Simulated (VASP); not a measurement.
VASP ran on this input.

### KPOINTS
```
Regular mesh
0
Gamma
5 5 8
0.5 0.5 0.5
```

File POSCAR:
```
MgF2
4.61520
  1.0000000000   0.0000000000   0.0000000000
  0.0000000000   1.0000000000   0.0000000000
  0.0000000000   0.0000000000   0.6603787485
Mg F
2 4
Cartesian
  0.5095540000   0.4940210000   0.3263248378
 -0.0086830000   0.0031850000   0.0015281164
  0.6977760000   0.6983190000   0.0034366110
  0.3066100000   0.3057560000   0.0025827413
  0.8036370000   0.1970890000   0.3284294649
  0.1911070000   0.8016300000   0.3282676721
```

**INCAR**
```
SYSTEM = MgF2
PREC = Accurate; ENCUT = 400; LREAL = .False.
LASPH = .True.
EDIFF = 1E-6; NELM = 100; ALGO = Normal
ISMEAR = -1; SIGMA = 0.02
GGA = PS
ISIF = 2
LWAVE = .False.; LCHARG = .False.
```

POTCAR, in this order: Mg F (PBE.64 set). Program: vasp_std.

**Question.** Write an equivalent input for Ansatz.

**Answer.** One equivalent input (not run):
Ansatz 0.2 input:
```yaml
crystal:
  lattice:
    - [4.6152000, 0.0000000, 0.0000000]
    - [0.0000000, 4.6152000, 0.0000000]
    - [0.0000000, 0.0000000, 3.0477800]
  atoms:
    - { symbol: Mg, position: [0.5095540, 0.4940210, 0.4941480] }
    - { symbol: Mg, position: [-0.0086830, 0.0031850, 0.0023140] }
    - { symbol: F, position: [0.6977760, 0.6983190, 0.0052040] }
    - { symbol: F, position: [0.3066100, 0.3057560, 0.0039110] }
    - { symbol: F, position: [0.8036370, 0.1970890, 0.4973350] }
    - { symbol: F, position: [0.1911070, 0.8016300, 0.4970900] }
kpoints:
  mp_grid: { grid: [5, 5, 8], shift: [0.5, 0.5, 0.5] }
hamiltonian:
  xc: pbesol
  pseudopotentials: { kind: paw }
scf:
  occupations: { method: fermi_dirac, width: 0.02 }
  max_iter: 100
output: { forces: true, stress: true, eigenvalues: true }
```
The two are equivalent in intent, not identical: each code has its own PAW files, so the cut-off isn't converted (ENCUT is set for VASP's; basis.ecutwfc is left out, and Ansatz then takes the one that its files recommend); Ansatz stops its SCF on the density residual and VASP on the energy change (EDIFF).

The structure comes from a computed database's MgF2 entry; how it stands against other phases isn't given here. The cell was not relaxed at this level, atoms are displaced from their ideal sites.
